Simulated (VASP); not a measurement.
# Quasiparticle energies of GaP in VASP, part 4 of 5

How does the gap of GaP change from the starting functional to GW? The cell is of the zinc-blende type, one of the forms listed for this formula. The start is a cell from a database of measured crystal structures.

VASP 6.6.1, plane waves and PAW; the level of theory is named at each step.

So far, quasiparticle gap on the mesh (eV): step 3 (G0W0, functional PBE, start PBE, G0W0 on PBE) 2.13; step 7 (G0W0, functional HSE with 0.08 exact exchange, start HSE with 0.08 exact …) 2.23; step 10 (G0W0, functional HSE with 0.16 exact exchange, start HSE with 0.16 exact …) 2.32; step 13 (G0W0, functional HSE with 0.25 exact exchange, start HSE with 0.25 exact …) 2.43.

**16. G0W0, functional HSE with 0.33 exact exchange, start HSE with 0.33 exact exchange**

This step: G0W0 on HSE with 0.33 exact exchange; plane waves and PAW (Ga_d_GW, P_GW) (VASP 6.6.1).

One pass of GW corrects the levels to first order, with G and W from the starting orbitals.

The input, INCAR:

```
SYSTEM = GaP
PREC = Accurate
ENCUT = 430
ISMEAR = 0
SIGMA = 0.01
LREAL = .FALSE.
LHFCALC = .TRUE.
AEXX = 0.33
GGA = PE
LASPH = .TRUE.
NBANDS = 128
PRECFOCK = Fast
HFSCREEN = 0.2
ALGO = EVGW0
NELMGW = 1
ENCUTGW = 120
NOMEGA = 64
NBANDSGW = 24
LWAVE = .FALSE.
LCHARG = .FALSE.
```

The input, POSCAR:

```
GaP
1.0
    0.0000000000      2.7252500000      2.7252500000
    2.7252500000      0.0000000000      2.7252500000
    2.7252500000      2.7252500000      0.0000000000
Ga P
1 1
Direct
    0.0000000000      0.0000000000      0.0000000000
    0.7500000000      0.7500000000      0.7500000000
```

The input, KPOINTS:

```
Automatic mesh
0
Gamma
6 6 6
0 0 0
```

The projector-augmented-wave data sets are Ga_d_GW and P_GW (PBE family, release 64).

The WAVECAR or CHGCAR of an earlier step is read.

Command:

```sh
mpirun -np 8 vasp_std
```

Log:

```text
[banner, memory and clock lines left out]
running    8 mpi-ranks, on    1 nodes
[...]
[... a notice as in an earlier step ...]

 [... a notice as in an earlier step ...]

 LDA part: xc-table for (Slater+PW92), standard interpolation
 found WAVECAR, reading the header
 POSCAR, INCAR and KPOINTS ok, starting setup
[...]
reading WAVECAR
 the WAVECAR file was read successfully
 initial charge from wavefunction
 available memory per node:     33.16 GB, setting MAXMEM to     33951

 The Fermi energy was updated, please check that it is located mid-gap
 values below the HOMO (VB) or above the LUMO (CB) will cause erroneous energies
 E-fermi :   5.0275

 calculate exact exchange contribution
 the WAVEDER file was read successfully
energies w=
    0.000    0.000    0.484    0.000    0.966    0.000    1.446    0.000
    1.924    0.000    2.397    0.000    2.865    0.000    3.328    0.000
    3.785    0.000    4.236    0.000    4.681    0.000    5.119    0.000
[...]
total number of BLAS operations       1522.54 Gflops
NQ=  12   -0.3333    0.3333    0.0000,
|.........|.........|.........|.........|.........|.........|.........|.........
 performed      13951000 updates of chi_q(r,r)
 total number of BLAS operations       1678.59 Gflops
NQ=  13    0.5000    0.5000    0.0000,
|.........|.........|.........|.........|.........|.........|.........|.........
 performed      14696000 updates of chi_q(r,r)
 total number of BLAS operations       1758.82 Gflops
NQ=  14    0.5000    0.3333    0.1667,
|.........|.........|.........|.........|.........|.........|.........|.........
 performed      16387000 updates of chi_q(r,r)
 total number of BLAS operations       1960.23 Gflops
NQ=  15   -0.3333    0.3333    0.1667,
|.........|.........|.........|.........|.........|.........|.........|.........
 performed      17980000 updates of chi_q(r,r)
 total number of BLAS operations       2137.69 Gflops
NQ=  16   -0.3333    0.5000    0.1667,
|.........|.........|.........|.........|.........|.........|.........|.........
 performed      19296000 updates of chi_q(r,r)
 total number of BLAS operations       2269.82 Gflops
 resolving degeneracies of screened two electron integrals

 calculate QP shifts <psi_nk| G(iteration)W_0 |psi_nk>: iteration 1
 entering main loop
```

The job ended after 93 s (8 MPI ranks of AMD EPYC 9R45, shared host; peak memory 2.8 GiB).

OUTCAR, selected parts (step 16):

```text
 QP shifts <psi_nk| G(iteration)W_0 |psi_nk>: iteration 1
 for sc-GW calculations column KS-energies equals QP-energies in previous step
 and V_xc(KS)=  KS-energies - (<T + V_ion + V_H > + <T+V_H+V_ion>^1  + <V_x>^1)
 k-point   1 :       0.0000    0.0000    0.0000
  band No.  KS-energies  QP-energies   sigma(KS)   V_xc(KS)     V^pw_x(r,r')   Z            occupation Imag(sigma)
    ...
      6     -10.4279      -9.5227     -12.3420     -13.6669     -18.6563       0.6832       2.0000       0.9658
      7       3.7610       3.6463     -13.3070     -13.1629     -14.4420       0.7958       2.0000       0.0312
      8       3.7610       3.6463     -13.3070     -13.1629     -14.4420       0.7958       2.0000       0.0312
      9       3.7610       3.6463     -13.3070     -13.1629     -14.4420       0.7958       2.0000       0.0312
     10       6.9007       6.9289     -10.6472     -10.6823      -6.6913       0.8030       0.0000      -0.0514
     11       8.8588       8.8052      -9.8536      -9.7866      -5.7599       0.7998       0.0000      -0.0601
     12       8.8588       8.8052      -9.8536      -9.7866      -5.7599       0.7998       0.0000      -0.0601
     13       8.8588       8.8052      -9.8536      -9.7866      -5.7599       0.7998       0.0000      -0.0601
    ...

[... 2 parts as in an earlier step ...]

[... 1 further part left out ...]
[key lines of the parts left out:]
E-fermi :   5.0275
```

GW takes the gap from 2.533 to 2.528 eV. That is +399 meV against G0W0 on PBE. Spin-orbit coupling is left out. The value holds for 128 bands, ENCUTGW = 120 eV and this mesh, and isn't shown to be converged in them.

**17. Another starting point, functional HSE with 0.42 exact exchange**

This step: HSE with 0.42 exact exchange; plane waves and PAW (Ga_d_GW, P_GW) (VASP 6.6.1).

To see how much the result owes to its start, the ground state is made again with HSE with 0.42 exact exchange. A small SIGMA keeps every occupation at zero or full.

The input, INCAR:

```
SYSTEM = GaP
PREC = Accurate
ENCUT = 430
EDIFF = 1E-08
NELM = 100
ISMEAR = 0
SIGMA = 0.01
LREAL = .FALSE.
ALGO = Normal
LHFCALC = .TRUE.
AEXX = 0.42
GGA = PE
LASPH = .TRUE.
NBANDS = 15
PRECFOCK = Fast
LORBIT = 11
LWAVE = .TRUE.
LCHARG = .FALSE.
KPAR = 8
HFSCREEN = 0.2
```

POSCAR is that of step 16.

KPOINTS is that of step 16.

Command:

```sh
mpirun -np 8 vasp_std
```

Log:

```text
[... set-up lines as in an earlier step ...]
 entering main loop
       N       E                     dE             d eps       ncg     rms          rms(c)
DAV:   1    -0.120280895024E+02   -0.12028E+02   -0.14432E+00   762   0.312E+01    0.988E-01
DAV:   2    -0.120154324823E+02    0.12657E-01   -0.16096E-01   761   0.822E+00    0.545E-01
DAV:   3    -0.120122176476E+02    0.32148E-02   -0.23569E-02   697   0.367E+00    0.275E-01
DAV:   4    -0.120115222820E+02    0.69537E-03   -0.15420E-03   687   0.619E-01    0.146E-01
[...]
DAV:  12    -0.120111899145E+02    0.76837E-07   -0.44394E-08   790   0.182E-03    0.201E-03
DAV:  13    -0.120111898990E+02    0.15461E-07   -0.15029E-08   506   0.121E-03    0.119E-03
DAV:  14    -0.120111899023E+02   -0.32269E-08   -0.62243E-09   324   0.776E-04
   1 F= -.12011190E+02 E0= -.12011190E+02  d E =-.128976E-18
 writing wavefunctions
```

Elapsed: 83 s, on 8 MPI ranks; peak memory 1.8 GiB; 11 min of CPU time.

OUTCAR, selected parts (step 17):

```text
 POSITION                                       TOTAL-FORCE (eV/Angst)
 -----------------------------------------------------------------------------------
      0.00000      0.00000      0.00000        -0.000000     -0.000000     -0.000000
      4.08788      4.08788      4.08788         0.000000      0.000000      0.000000
 -----------------------------------------------------------------------------------
    total drift:                               -0.000022     -0.000010     -0.000016

  FREE ENERGIE OF THE ION-ELECTRON SYSTEM (eV)
  ---------------------------------------------------
  free  energy   TOTEN  =       -12.0111899023 eV

  energy  without entropy=      -12.0111899023  energy(sigma->0) =      -12.01118990

[... 2 parts as in an earlier step ...]

[... 1 further part left out ...]
[key lines of the parts left out:]
E-fermi :   3.6404
```

**18. Empty bands, functional HSE with 0.42 exact exchange**

ALGO = Exact makes the empty bands from the converged ground state in one step. LOPTICS writes the k-derivatives of the orbitals (WAVEDER), which give the long-wavelength limit of the screening.

The input, INCAR:

```
SYSTEM = GaP
PREC = Accurate
ENCUT = 430
ISMEAR = 0
SIGMA = 0.01
LREAL = .FALSE.
LHFCALC = .TRUE.
AEXX = 0.42
GGA = PE
LASPH = .TRUE.
NBANDS = 128
PRECFOCK = Fast
HFSCREEN = 0.2
ALGO = Exact
NELM = 1
LWAVE = .TRUE.
LCHARG = .FALSE.
LOPTICS = .TRUE.
NEDOS = 1000
CSHIFT = 0.1
```

POSCAR is that of step 17.

KPOINTS is that of step 17.

The run starts from files that an earlier step left in the folder.

Command:

```sh
mpirun -np 8 vasp_std
```

Log:

```text
[... set-up lines as in an earlier step ...]
 entering main loop
       N       E                     dE             d eps       ncg     rms          rms(c)
DIA:   1    -0.120111899024E+02   -0.12011E+02    0.00000E+00     0   0.000E+00
   1 F= -.12011190E+02 E0= -.12011190E+02  d E =-.391285E-18
 writing wavefunctions
 optical routines
 imaginary and real dielectric function
 recalculating local potential from charge density
 direction            1
 direction            2
 direction            3
```

Wall time 10 min (8 MPI ranks); peak memory 2.2 GiB.

From OUTCAR (step 18):

```text
 POSITION                                       TOTAL-FORCE (eV/Angst)
 -----------------------------------------------------------------------------------
      0.00000      0.00000      0.00000        -0.000000     -0.000000     -0.000000
      4.08788      4.08788      4.08788         0.000000      0.000000      0.000000
 -----------------------------------------------------------------------------------
    total drift:                               -0.000026     -0.000013     -0.000017

  FREE ENERGIE OF THE ION-ELECTRON SYSTEM (eV)
  ---------------------------------------------------
  free  energy   TOTEN  =       -12.0111899024 eV

  energy  without entropy=      -12.0111899024  energy(sigma->0) =      -12.01118990

[... 2 parts as in an earlier step ...]

[... 1 further part left out ...]
[key lines of the parts left out:]
E-fermi :   3.6395
```

**19. G0W0, functional HSE with 0.42 exact exchange, start HSE with 0.42 exact exchange**

This step: G0W0 on HSE with 0.42 exact exchange; plane waves and PAW (Ga_d_GW, P_GW) (VASP 6.6.1).

G0W0 keeps orbitals and screening fixed and shifts each of the lowest NBANDSGW levels once.

The input, INCAR:

```
SYSTEM = GaP
PREC = Accurate
ENCUT = 430
ISMEAR = 0
SIGMA = 0.01
LREAL = .FALSE.
LHFCALC = .TRUE.
AEXX = 0.42
GGA = PE
LASPH = .TRUE.
NBANDS = 128
PRECFOCK = Fast
HFSCREEN = 0.2
ALGO = EVGW0
NELMGW = 1
ENCUTGW = 120
NOMEGA = 64
NBANDSGW = 24
LWAVE = .FALSE.
LCHARG = .FALSE.
```

POSCAR is that of step 18.

KPOINTS is that of step 18.

The run starts from files that an earlier step left in the folder.

Command:

```sh
mpirun -np 8 vasp_std
```

Log:

```text
[banner, memory and clock lines left out]
running    8 mpi-ranks, on    1 nodes
[...]
[... a notice as in an earlier step ...]

 [... a notice as in an earlier step ...]

 LDA part: xc-table for (Slater+PW92), standard interpolation
 found WAVECAR, reading the header
 POSCAR, INCAR and KPOINTS ok, starting setup
[...]
reading WAVECAR
 the WAVECAR file was read successfully
 initial charge from wavefunction
 available memory per node:     33.05 GB, setting MAXMEM to     33848

 The Fermi energy was updated, please check that it is located mid-gap
 values below the HOMO (VB) or above the LUMO (CB) will cause erroneous energies
 E-fermi :   4.9778

 calculate exact exchange contribution
 the WAVEDER file was read successfully
energies w=
    0.000    0.000    0.499    0.000    0.996    0.000    1.491    0.000
    1.983    0.000    2.471    0.000    2.954    0.000    3.431    0.000
    3.902    0.000    4.367    0.000    4.825    0.000    5.277    0.000
[...]
total number of BLAS operations       1522.54 Gflops
NQ=  12   -0.3333    0.3333    0.0000,
|.........|.........|.........|.........|.........|.........|.........|.........
 performed      13951000 updates of chi_q(r,r)
 total number of BLAS operations       1678.59 Gflops
NQ=  13    0.5000    0.5000    0.0000,
|.........|.........|.........|.........|.........|.........|.........|.........
 performed      14696000 updates of chi_q(r,r)
 total number of BLAS operations       1758.82 Gflops
NQ=  14    0.5000    0.3333    0.1667,
|.........|.........|.........|.........|.........|.........|.........|.........
 performed      16387000 updates of chi_q(r,r)
 total number of BLAS operations       1960.23 Gflops
NQ=  15   -0.3333    0.3333    0.1667,
|.........|.........|.........|.........|.........|.........|.........|.........
 performed      17980000 updates of chi_q(r,r)
 total number of BLAS operations       2137.69 Gflops
NQ=  16   -0.3333    0.5000    0.1667,
|.........|.........|.........|.........|.........|.........|.........|.........
 performed      19296000 updates of chi_q(r,r)
 total number of BLAS operations       2269.82 Gflops
 resolving degeneracies of screened two electron integrals

 calculate QP shifts <psi_nk| G(iteration)W_0 |psi_nk>: iteration 1
 entering main loop
```

Wall time 93 s (8 MPI ranks); peak memory 2.8 GiB; 12 min of CPU time.

From OUTCAR (step 19):

```text
 QP shifts <psi_nk| G(iteration)W_0 |psi_nk>: iteration 1
 for sc-GW calculations column KS-energies equals QP-energies in previous step
 and V_xc(KS)=  KS-energies - (<T + V_ion + V_H > + <T+V_H+V_ion>^1  + <V_x>^1)
 k-point   1 :       0.0000    0.0000    0.0000
  band No.  KS-energies  QP-energies   sigma(KS)   V_xc(KS)     V^pw_x(r,r')   Z            occupation Imag(sigma)
    ...
      6     -11.0524      -9.7545     -12.4227     -14.2936     -18.6491       0.6937       2.0000       0.9668
      7       3.5821       3.5920     -13.3197     -13.3321     -14.4657       0.8039       2.0000       0.0307
      8       3.5821       3.5920     -13.3197     -13.3321     -14.4657       0.8039       2.0000       0.0307
      9       3.5821       3.5920     -13.3197     -13.3321     -14.4657       0.8039       2.0000       0.0307
     10       7.1112       7.0268     -10.5167     -10.4123      -6.5706       0.8091       0.0000      -0.0516
     11       9.0297       8.8950      -9.7618      -9.5951      -5.7183       0.8084       0.0000      -0.0594
     12       9.0297       8.8950      -9.7618      -9.5951      -5.7183       0.8084       0.0000      -0.0594
     13       9.0297       8.8950      -9.7618      -9.5951      -5.7183       0.8084       0.0000      -0.0594
    ...

[... 2 parts as in an earlier step ...]

[... 1 further part left out ...]
[key lines of the parts left out:]
E-fermi :   4.9778
```

GW takes the gap from 2.791 to 2.639 eV. That is +510 meV against G0W0 on PBE. Spin-orbit coupling is left out. The value holds for 128 bands, ENCUTGW = 120 eV and this mesh, and isn't shown to be converged in them.

**20. Another starting point, functional HSE with 0.50 exact exchange**

This step: HSE with 0.50 exact exchange; plane waves and PAW (Ga_d_GW, P_GW) (VASP 6.6.1).

To see how much the result owes to its start, the ground state is made again with HSE with 0.50 exact exchange. A small SIGMA keeps every occupation at zero or full.

The input, INCAR:

```
SYSTEM = GaP
PREC = Accurate
ENCUT = 430
EDIFF = 1E-08
NELM = 100
ISMEAR = 0
SIGMA = 0.01
LREAL = .FALSE.
ALGO = Normal
LHFCALC = .TRUE.
AEXX = 0.5
GGA = PE
LASPH = .TRUE.
NBANDS = 15
PRECFOCK = Fast
LORBIT = 11
LWAVE = .TRUE.
LCHARG = .FALSE.
KPAR = 8
HFSCREEN = 0.2
```

POSCAR is that of step 19.

KPOINTS is that of step 19.

Command:

```sh
mpirun -np 8 vasp_std
```

Log:

```text
[... set-up lines as in an earlier step ...]
 entering main loop
       N       E                     dE             d eps       ncg     rms          rms(c)
DAV:   1    -0.126282943184E+02   -0.12628E+02   -0.19805E+00   762   0.372E+01    0.113E+00
DAV:   2    -0.126205087933E+02    0.77855E-02   -0.21175E-01   761   0.875E+00    0.661E-01
DAV:   3    -0.126148561555E+02    0.56526E-02   -0.36461E-02   698   0.457E+00    0.339E-01
DAV:   4    -0.126137544256E+02    0.11017E-02   -0.27990E-03   655   0.923E-01    0.180E-01
[...]
DAV:  13    -0.126132012602E+02    0.64545E-07   -0.29861E-08   662   0.157E-03    0.133E-03
DAV:  14    -0.126132012475E+02    0.12683E-07   -0.11847E-08   425   0.110E-03    0.771E-04
DAV:  15    -0.126132012377E+02    0.97652E-08   -0.44796E-09   352   0.665E-04
   1 F= -.12613201E+02 E0= -.12613201E+02  d E =-.348673E-31
 writing wavefunctions
```

It took 94 s on 8 MPI ranks; peak memory 1.8 GiB.

From OUTCAR (step 20):

```text
 POSITION                                       TOTAL-FORCE (eV/Angst)
 -----------------------------------------------------------------------------------
      0.00000      0.00000      0.00000         0.000000      0.000000      0.000000
      4.08788      4.08788      4.08788        -0.000000     -0.000000     -0.000000
 -----------------------------------------------------------------------------------
    total drift:                               -0.000027     -0.000014     -0.000019

  FREE ENERGIE OF THE ION-ELECTRON SYSTEM (eV)
  ---------------------------------------------------
  free  energy   TOTEN  =       -12.6132012377 eV

  energy  without entropy=      -12.6132012377  energy(sigma->0) =      -12.61320124

[... 2 parts as in an earlier step ...]

[... 1 further part left out ...]
[key lines of the parts left out:]
E-fermi :   3.4977
```

**21. Empty bands, functional HSE with 0.50 exact exchange**

The next step needs empty bands that the ground-state run didn't converge, so the Hamiltonian is diagonalised exactly for NBANDS bands, in a single step. LOPTICS writes the k-derivatives of the orbitals (WAVEDER), which give the long-wavelength limit of the screening.

The input, INCAR:

```
SYSTEM = GaP
PREC = Accurate
ENCUT = 430
ISMEAR = 0
SIGMA = 0.01
LREAL = .FALSE.
LHFCALC = .TRUE.
AEXX = 0.5
GGA = PE
LASPH = .TRUE.
NBANDS = 128
PRECFOCK = Fast
HFSCREEN = 0.2
ALGO = Exact
NELM = 1
LWAVE = .TRUE.
LCHARG = .FALSE.
LOPTICS = .TRUE.
NEDOS = 1000
CSHIFT = 0.1
```

POSCAR is that of step 20.

KPOINTS is that of step 20.

The run starts from files that an earlier step left in the folder.

Command:

```sh
mpirun -np 8 vasp_std
```

Log:

```text
[... set-up lines as in an earlier step ...]
 entering main loop
       N       E                     dE             d eps       ncg     rms          rms(c)
DIA:   1    -0.126132012254E+02   -0.12613E+02    0.00000E+00     0   0.000E+00
   1 F= -.12613201E+02 E0= -.12613201E+02  d E =-.374729E-27
 writing wavefunctions
 optical routines
 imaginary and real dielectric function
 recalculating local potential from charge density
 direction            1
 direction            2
 direction            3
```

Run time: 11 min. Hardware: 8 MPI ranks; peak memory 2.2 GiB; 87 min of CPU time.

Parts of OUTCAR (step 21):

```text
 POSITION                                       TOTAL-FORCE (eV/Angst)
 -----------------------------------------------------------------------------------
      0.00000      0.00000      0.00000         0.000000     -0.000000     -0.000000
      4.08788      4.08788      4.08788        -0.000000      0.000000      0.000000
 -----------------------------------------------------------------------------------
    total drift:                               -0.000043     -0.000036     -0.000038

  FREE ENERGIE OF THE ION-ELECTRON SYSTEM (eV)
  ---------------------------------------------------
  free  energy   TOTEN  =       -12.6132012254 eV

  energy  without entropy=      -12.6132012254  energy(sigma->0) =      -12.61320123

[... 2 parts as in an earlier step ...]

[... 1 further part left out ...]
[key lines of the parts left out:]
E-fermi :   3.4916
```

[end of part 4 of 5]

[Lines on the potential files, build, host, timing and source positions are cut from VASP's logs without a mark.]

[Logs are printed without paths, hosts, clocks, repeated set-up lines and the standing remarks that a program may print on its own settings, such as how far it seeks lower states.]

[Hosts, paths, dates, database ids (printed as entryN), source tags and the programs' standing remarks are cut or masked in the printed files.]

[Pressures printed for these runs are not shown converged in the cutoff: they can be off by several GPa and have the wrong sign.]
